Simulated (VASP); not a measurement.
## Bi (relaxed from the simple-cubic structure, space group Pm-3m): computed properties

All values below come from PBEsol GGA, VASP's PBE PAW potentials (set 64) (plane waves; VASP 6.6.1).

```yaml
space_group: Pm-3m (221)
cell: a = 3.2202 Å, b = 3.2202 Å, c = 3.2202 Å, α = 90.00°, β = 90.00°, γ = 90.00°
volume_per_atom: 33.39 Å^3/atom
band gap (over mesh and band path): none (metal, semimetal or under 0.01 eV)
density: 10.39 g/cm³
```

```
CELL_PARAMETERS angstrom
      3.22025     0.00000     0.00000
      0.00000     3.22025     0.00000
      0.00000     0.00000     3.22025
ATOMIC_POSITIONS crystal
  Bi 0.00000 0.00000 0.00000
```

Unless said otherwise, spin-orbit coupling is left out, though it shifts the bands of the heavy elements here.

The structure was generated: Bi was put into the simple-cubic type (Pm-3m), which need not be its known phase. It was relaxed first, which changed the volume by -6 %. Symmetry was kept, so distortions that lower it aren't found.
